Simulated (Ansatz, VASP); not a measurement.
# Cross-check of MgO between VASP and Ansatz

Wanted: the spread between two codes on one cell, functional and k mesh. The cell is taken from a series of VASP runs on this material, whose earlier steps may have relaxed, scaled or displaced it; both programs get it as it stands. Valence electrons are named where the data sets of a main pair hold unlike numbers.

Calculated with Ansatz 0.2.0; plane waves, with VASP 6.6.1 beside it; elastic constants at PBEsol.

**1. The starting structure**

It takes space group Fm-3m (No. 225, cubic). Conventional cell: a = 4.209 Å, b = 4.209 Å, c = 4.209 Å, α = 90.00°, β = 90.00°, γ = 90.00°. Nearest to Mg lie 6 O at 2.10 Å. O has 6 Mg at 2.10 Å nearest. Farther neighbours and most contacts between anions are not listed.

**2. Ansatz: elastic constants, PBEsol**

Ansatz runs on its default PAW (the set named soft_2) files.

Elastic constants are differences of stresses under small strains, so they test the stress and the mesh.

input.yaml

```yaml
crystal:
  lattice:
    - [0.0, 2.1043476464, 2.1043476464]
    - [2.1043476464, 0.0, 2.1043476464]
    - [2.1043476464, 2.1043476464, 0.0]
  atoms:
    - { symbol: Mg, position: [0.0, 0.0, 0.0] }
    - { symbol: O, position: [0.5, 0.5, 0.5] }
hamiltonian:
  xc: pbesol
  pseudopotentials: { kind: paw }
kpoints:
  mp_grid: { grid: [10, 10, 10] }
scf:
  occupations: { method: gaussian, width: 0.03 }
elastic:
  mode: relaxed_ion
  stencil: two_point
output:
  forces: true
  stress: true
```

On the command line:

```sh
> ansatz run input.yaml --threads 4 --pin off --max-ram 9216MiB --backend cpu --events-out ev --progress --plain --runs-dir out
```

Numbers of over 12 decimals in the logs are rounded to 6 here.

What it wrote:

```text
Engine: ansatz 0.2.0, aarch64-unknown-linux-gnu
Pseudopotentials: kind: paw
Pseudopotential: Mg, paw, valence charge 10, recommended cutoff 420 eV (normal), Mg.paw.azcp
Pseudopotential: O, paw, valence charge 6, recommended cutoff 420 eV (normal), O.paw.azcp
Functional definition: PBEsol
  exchange = pbesol_x
  correlation = pbesol_c
Crystal: 2 atoms, lattice volume = 18.637 Å³
Basis set: ecut = 420 eV, 339 PW (Γ), exchange–correlation on 40×40×40 points (8 copies of the dense FFT grid, shifted against one another)
Bands: 12, of which v1, the nominal top of the filled ones, is band 8 counted from 1 (7 counted from 0)
Symmetry: 48 space group operations
Space group: Fm-3m (ITA 225), of the structure as read, at distance tolerance 2.7e-5 Å
k-points: 47 of 1000
Non-local potential: Mg, projectors of the file, l = 0: 3, l = 1: 2, l = 2: 1
Non-local potential: O, projectors of the file, l = 0: 2, l = 1: 2, l = 2: 1
PAW form: soft (Blöchl's): semilocal exchange-correlation on the pseudo side does not see the compensation charge
PAW frozen core: Mg, regenerated for the run's functional, and the local potential with it (the file was generated under x = pbe(κ = 0.804, μ = 0.219515), c = pbe(β = 0.066725))
PAW frozen core: O, regenerated for the run's functional, and the local potential with it (the file was generated under x = pbe(κ = 0.804, μ = 0.219515), c = pbe(β = 0.066725))
PAW one-centre angular grid: Mg, 110 points (default); XC on 64 Gauss nodes
PAW one-centre angular grid: O, 110 points (default); XC on 64 Gauss nodes
Initial density: superposition of atomic densities (neutral atoms: chi_scale 0, normalization atom), corrected by the library's trained network
Initial wavefunctions: pseudopotential atomic-orbital guess
Functional: x = pbesol(κ = 0.804, μ = 0.123457), c = pbesol(β = 0.046)
SCF iter   1: F=—  HF=-2475.880515 eV  |F-HF|=—  |Δ(HF+E_count)|=         —  Δρ=1.46e-2  dr2=3.15e-2  ethr=1.77e-3  ⟨swp⟩=5.8  Hψ=3262  notcnv=0
preconditioner: auto → none  [insulator: Δε(μ)=4.532 eV  Ē_g=18.318 eV  σ=0.030 eV  W_gap=1.00  n_scr=8 (ndim 8)  ℏωp=24.3 eV  f_vac=0.000  D(μ)=0.00/eV (n_scr^D=0)  ε∞_Penn≈2.8]
SCF iter   2: F=—  HF=-2475.872018 eV  |F-HF|=—  |Δ(HF+E_count)|=   8.50e-3  Δρ=4.11e-3  dr2=3.07e-3  ethr=1.97e-4  ⟨swp⟩=2.0  Hψ=1111  notcnv=0
SCF iter   3: F=—  HF=-2475.871244 eV  |F-HF|=—  |Δ(HF+E_count)|=   7.74e-4  Δρ=6.62e-4  dr2=4.40e-5  ethr=1.92e-5  ⟨swp⟩=2.0  Hψ=847  notcnv=0
SCF iter   4: F=—  HF=-2475.871224 eV  |F-HF|=—  |Δ(HF+E_count)|=   2.00e-5  Δρ=1.11e-4  dr2=8.76e-7  ethr=2.75e-7  ⟨swp⟩=2.7  Hψ=920  notcnv=0
SCF iter   5: F=—  HF=-2475.871224 eV  |F-HF|=—  |Δ(HF+E_count)|=   2.05e-7  Δρ=3.59e-5  dr2=9.44e-8  ethr=5.47e-9  ⟨swp⟩=2.0  Hψ=771  notcnv=0
SCF iter   6: F=—  HF=-2475.871224 eV  |F-HF|=—  |Δ(HF+E_count)|=   4.83e-8  Δρ=3.80e-6  dr2=1.35e-9  ethr=5.90e-10  ⟨swp⟩=2.0  Hψ=940  notcnv=0
SCF iter   7: F=—  HF=-2475.871224 eV  |F-HF|=—  |Δ(HF+E_count)|=  2.02e-10  Δρ=3.18e-7  dr2=1.06e-11  ethr=8.41e-12  ⟨swp⟩=2.0  Hψ=694  notcnv=0
SCF iter   8: F=-2475.871224 eV  HF=-2475.871224 eV  |F-HF|=4.55e-13  |Δ(HF+E_count)|=  2.73e-12  Δρ=2.91e-8  dr2=7.51e-14  ethr=1.00e-12  ⟨swp⟩=3.5  Hψ=2266  notcnv=0
SCF 1 converged in 8 iterations: F = -2475.871224 eV  dr2 = 7.51e-14
  greatest PAW one-centre occupation: 1.000 electrons in one spin orbital (limit 2), on the Mg atom at site 0 (counted from 0), in its partial waves of l = 0
Crystal: 2 atoms, lattice volume = 18.600 Å³
Symmetry: 16 space group operations
k-points: 102 of 1000
Initial density: handed on by an earlier stage of this run
Initial wavefunctions: those handed on with the density
iter 1 solved again at ethr=5.44e-8 eV; its pass at ethr=3.10e-3 eV (dr2=8.70e-6 eV) is discarded
SCF iter   1: F=—  HF=-2475.871059 eV  |F-HF|=—  |Δ(HF+E_count)|=         —  Δρ=2.82e-4  dr2=1.10e-5  ethr=5.44e-8  ⟨swp⟩=2.0  Hψ=8621  notcnv=0
preconditioner: auto → none  [insulator: Δε(μ)=4.675 eV  Ē_g=18.451 eV  σ=0.030 eV  W_gap=1.00  n_scr=8 (ndim 8)  ℏωp=24.4 eV  f_vac=0.000  D(μ)=0.00/eV (n_scr^D=0)  ε∞_Penn≈2.7]
[...]
SCF 2 converged in 7 iterations: F = -2475.871040 eV  dr2 = 9.49e-17
Crystal: 2 atoms, lattice volume = 18.675 Å³
[...]
preconditioner: auto → none  [insulator: Δε(μ)=4.635 eV  Ē_g=18.404 eV  σ=0.030 eV  W_gap=1.00  n_scr=8 (ndim 8)  ℏωp=24.3 eV  f_vac=0.000  D(μ)=0.00/eV (n_scr^D=0)  ε∞_Penn≈2.7]
[...]
SCF 3 converged in 5 iterations: F = -2475.871329 eV  dr2 = 2.59e-14
Symmetry: 8 space group operations
k-points: 171 of 1000
[...]
preconditioner: auto → none  [insulator: Δε(μ)=4.650 eV  Ē_g=18.427 eV  σ=0.030 eV  W_gap=1.00  n_scr=8 (ndim 8)  ℏωp=24.3 eV  f_vac=0.000  D(μ)=0.00/eV (n_scr^D=0)  ε∞_Penn≈2.7]
[...]
SCF iter   4: F=—  HF=-2475.871228 eV  |F-HF|=—  |Δ(HF+E_count)|=  2.66e-10  Δρ=8.81e-7  dr2=5.55e-11  ethr=6.77e-12  ⟨swp⟩=2.0  Hψ=3249  notcnv=0
SCF iter   5: F=—  HF=-2475.871228 eV  |F-HF|=—  |Δ(HF+E_count)|=  2.14e-11  Δρ=1.24e-7  dr2=1.12e-12  ethr=3.47e-13 (applied; sched 1.00e-12)  ⟨swp⟩=2.2  Hψ=3226  notcnv=0
SCF iter   6: F=-2475.871228 eV  HF=-2475.871228 eV  |F-HF|=4.55e-13  |Δ(HF+E_count)|=  1.36e-12  Δρ=1.00e-8  dr2=5.73e-15  ethr=1.00e-12  ⟨swp⟩=4.6  Hψ=6997  notcnv=0
SCF 4 converged in 6 iterations: F = -2475.871228 eV  dr2 = 5.73e-15
iter 1 solved again at ethr=1.21e-11 eV; its pass at ethr=3.10e-3 eV (dr2=1.94e-9 eV) is discarded
SCF iter   1: F=—  HF=-2475.871242 eV  |F-HF|=—  |Δ(HF+E_count)|=         —  Δρ=9.06e-6  dr2=1.93e-9  ethr=1.21e-11  ⟨swp⟩=2.8  Hψ=14493  notcnv=0
SCF iter   2: F=—  HF=-2475.871228 eV  |F-HF|=—  |Δ(HF+E_count)|=   1.39e-5  Δρ=4.34e-6  dr2=4.76e-10  ethr=1.20e-11  ⟨swp⟩=2.4  Hψ=3872  notcnv=0
SCF iter   3: F=—  HF=-2475.871228 eV  |F-HF|=—  |Δ(HF+E_count)|=  7.33e-10  Δρ=1.06e-6  dr2=5.78e-11  ethr=2.98e-12  ⟨swp⟩=2.0  Hψ=3420  notcnv=0
SCF iter   4: F=—  HF=-2475.871228 eV  |F-HF|=—  |Δ(HF+E_count)|=  3.82e-11  Δρ=3.28e-7  dr2=6.49e-12  ethr=3.61e-13 (applied; sched 1.00e-12)  ⟨swp⟩=2.2  Hψ=3267  notcnv=0
SCF iter   5: F=—  HF=-2475.871228 eV  |F-HF|=—  |Δ(HF+E_count)|=  1.36e-12  Δρ=5.34e-8  dr2=1.24e-13  ethr=4.06e-14 (applied; sched 1.00e-12)  ⟨swp⟩=2.0  Hψ=3376  notcnv=0
SCF iter   6: F=-2475.871228 eV  HF=-2475.871228 eV  |F-HF|=4.55e-13  |Δ(HF+E_count)|=  4.55e-13  Δρ=3.94e-9  dr2=1.15e-15  ethr=1.00e-12  ⟨swp⟩=4.0  Hψ=6541  notcnv=0
SCF 5 converged in 6 iterations: F = -2475.871228 eV  dr2 = 1.15e-15
SCF converged after 8 iterations
Free energy (F): -2475.871224 eV
Harris-Foulkes:  -2475.871224 eV  (|F-HF|=4.55e-13)
Internal energy: -2475.871224 eV  (E = F + TS)
E sigma→0 (E₀):  -2475.871224 eV
Fermi energy:    10.371967 eV
--- Per-component energies (eV) ---
  E_band       = -291.614733
  E_kinetic    = 255.056441
  E_local      = -1599.463602  (includes V_loc(G=0)·N_el)
  E_nonlocal   = 143.752027
  E_hartree    = 552.105889
  E_xc         = -103.938580
  E_vxc        = -133.928231  (∫ρ·V_xc dr)
  E_paw        = -433.081955  (= ΣΔE_a)
  E_vpaw       = -61.245665  (= ΣTr[D̂ρ^β])
  E_aug_tail   = 0.002515  (compensation charges beyond the density's cutoff)
  E_ewald      = -1290.398109
  E_core_change = 0.094150  (= ΣΔE_core)
  E_smearing   = -0.000000  (= −TS)
  E_closure    = -0.000000  (closes the sum)
  Σ components = -2475.871224   (vs F -2475.871224, Δ=0.00e0)
--- Forces (eV/Å), atoms counted from 1 ---
  atom   1  Mg    -0.00000000     0.00000000    -0.00000000
  atom   2  O      0.00000000     0.00000000    -0.00000000
  max |Σ_I F_I| component: 1.56e-29 eV/Å
--- Stress (GPa, compression-positive) ---
        0.611968      -0.000000       0.000000
        0.000000       0.611968       0.000000
        0.000000      -0.000000       0.611968
  P = ⅓ Tr σ = 0.6120 GPa (6.120 kbar)
--- Band table (eV; the first three rows and the last of 47) ---
  k-point 0: bands = [... 4 lower, -9.1635, 8.0433, 8.0433, 8.0433, 12.7004, 23.7315, 23.7315, 23.7315]
  k-point 1: bands = [... 4 lower, -9.0518, 7.3803, 7.9749, 7.9749, 13.3342, 22.4527, 23.9710, 23.9710]
  k-point 2: bands = [... 4 lower, -8.7448, 6.0423, 7.8016, 7.8016, 14.5273, 20.9361, 24.4564, 24.4564]
  k-point 46: bands = [... 4 lower, -7.5233, 4.6683, 5.4834, 6.2882, 18.9153, 19.8210, 20.1148, 23.8859]
--- Elastic constants: 2 strain directions × 2 members + reference (group order 48) ---
  dense FFT box of the reference and of every strained cell: 20×20×20
  strains applied: 11, 23; error gains: componentwise 1.00 (the most a stress slope's error grows in a printed constant), spectral 1.73 (1 for all six strains in a standard setting)
  C = ∂σ_k/∂η_j (tension-positive GPa; Voigt order 11 22 33 23 13 12):
       298.487     90.846     90.846      0.000      0.000     -0.000
        90.846    298.487     90.846     -0.000      0.000      0.000
        90.846     90.846    298.487      0.000     -0.000     -0.000
         0.000     -0.000     -0.000    145.306      0.000     -0.000
         0.000     -0.000     -0.000     -0.000    145.306      0.000
         0.000     -0.000     -0.000      0.000     -0.000    145.306
  reference stress σ⁰ (GPa):     -0.612     -0.612     -0.612      0.000     -0.000     -0.000
  C* (energy form; C + prestress term) asymmetry max|C*_kj − C*_jk| = 5.684e-14 GPa — a small one proves nothing (zero by symmetry where the batch's group is 432, −43m or m−3m); a large one is finite-difference/SCF noise where every solve meets its electron count
  moduli (Voigt/Reuss/Hill, GPa): K = 160.06/160.06/160.06   G = 128.71/125.28/127.00   E = 301.30   ν = 0.186
  mechanically stable: yes (min eigenvalue of sym C = 145.31 GPa)
  strain η (Voigt 11):  stress-route row diagonal C_11 = 298.49 GPa, energy-path curvature d²(F+E_count+ΔE)/dδ²/Ω₀ = 300.07 GPa
         δ    σ_11 (GPa)             F (eV)   n_scf  n_hpsi   n_pw
    -2.000e-3      -1.2173       -2475.8710405       7   22892    372   relax 0 steps, max|allowed force component| 1.70e-30 eV/Å
     2.000e-3      -0.0234       -2475.8713291       5   21242    377   relax 0 steps, max|allowed force component| 1.24e-29 eV/Å
  strain η (Voigt 23):  stress-route row diagonal C_44 = 145.31 GPa, energy-path curvature d²(F+E_count+ΔE)/dδ²/Ω₀ = 146.71 GPa
         δ    σ_23 (GPa)             F (eV)   n_scf  n_hpsi   n_pw
    -2.000e-3      -0.2906       -2475.8712279       6   37113    373   relax 0 steps, max|allowed force component| 1.22e-29 eV/Å
     2.000e-3       0.2906       -2475.8712279       6   37361    373   relax 0 steps, max|allowed force component| 3.40e-30 eV/Å
```

Elapsed: 2.5 s, on 4 threads of Arm Neoverse V2, shared host; peak memory 0.29 GiB.

The column dr2 measures how far the density is from self-consistency, as an energy; F and HF (Harris–Foulkes) agree once it is small.

The run ends at a pressure of 0.61 GPa.

(Part 1 of 2 ends here.)

[Lines on the potential files, build, host, timing and source positions are cut from VASP's logs without a mark.]

[Logs are printed without paths, hosts, clocks, repeated set-up lines and the standing remarks that a program may print on its own settings, such as how far it seeks lower states.]

[Hosts, paths, dates, database ids (printed as entryN), source tags and the programs' standing remarks are cut or masked in the printed files.]
